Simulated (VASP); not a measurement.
A VASP calculation is set up with these files.

**INCAR**
```
! general
SYSTEM  = SnSe2
PREC    = Accurate
ENCUT   = 500
LREAL   = F
LASPH   = T

! electronic loop
EDIFF   = 1E-6
NELM    = 100
ALGO    = Normal
LMAXMIX = 4

! smearing
ISMEAR  = 0
SIGMA   = 0.05

! ions
IBRION  = 2
NSW     = 40
ISIF    = 3
EDIFFG  = -0.02

! output
LWAVE   = F
LCHARG  = F
```

File KPOINTS:
```
Automatic mesh
0
G
  7 7 4
0 0 0
```

File POSCAR:
```
SnSe2
1.0
  1.9037372537  -3.2973698586   0.0000000000
  1.9037372537   3.2973698586   0.0000000000
  0.0000000000   0.0000000000   5.8835585362
Sn Se
1 2
Cartesian
  0.0000000000   0.0000000000   0.0000000000
  1.9037372537   1.0991254844   1.5775340176
  1.9037372537  -1.0991254844   4.3060245186
```

POTCAR, in this order: Sn_d Se (LDA.64 set). Program: vasp_std.

Question: Translate this LDA calculation to Ansatz.

Answer: One equivalent input (not run):
Ansatz 0.2 input:
```yaml
crystal:
  lattice:
    - [1.9037373, -3.2973699, 0.0000000]
    - [1.9037373, 3.2973699, 0.0000000]
    - [0.0000000, 0.0000000, 5.8835585]
  atoms:
    - { symbol: Sn, position: [0.0000000, 0.0000000, 0.0000000] }
    - { symbol: Se, position: [0.3333330, 0.6666670, 0.2681258] }
    - { symbol: Se, position: [0.6666670, 0.3333330, 0.7318742] }
kpoints:
  mp_grid: { grid: [7, 7, 4] }
hamiltonian:
  xc: lda
  pseudopotentials: { kind: paw }
scf:
  occupations: { method: gaussian, width: 0.05 }
  max_iter: 100
relax:
  max_steps: 40
  f_tol: 0.02
  cell: {}
output: { forces: true, stress: true, eigenvalues: true }
```
Limits of the translation: each code has its own PAW files, so the cut-off isn't converted (ENCUT is set for VASP's; basis.ecutwfc is left out, and Ansatz then takes the one that its files recommend); Ansatz stops its SCF on the density residual and VASP on the energy change (EDIFF); Ansatz's lda is the Perdew-Wang form, while the LDA potentials of VASP carry Perdew-Zunger's.

The compound is SnSe2 in the 1T layered structure. It was relaxed first.
